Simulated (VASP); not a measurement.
Consider the following.

```
CELL_PARAMETERS angstrom
      1.34399    -2.32786     0.00000
      1.34399     2.32786     0.00000
      0.00000     0.00000     4.25567
ATOMIC_POSITIONS crystal
  Ru 0.33333 0.66667 0.25000
  Ru 0.66667 0.33333 0.75000
```

Calculation: PBEsol GGA, VASP's PBE PAW potentials (set 64) (plane waves; VASP). Settings: 500 eV cut-off, 15×15×9 Γ-centred mesh, first-order Methfessel-Paxton smearing of 0.10 eV, potentials Ru_pv.

Task: Predict the energy per atom (σ→0), band gap (on the k-mesh) with the smallest direct gap where there is one.

Result: 
```json
{
  "band gap (on the k-mesh)": "none (metal, semimetal or under 0.01 eV)",
  "energy per atom (σ→0)": "-10.173 eV/atom"
}
```

The compound is Ru in the hcp structure. It was relaxed first.
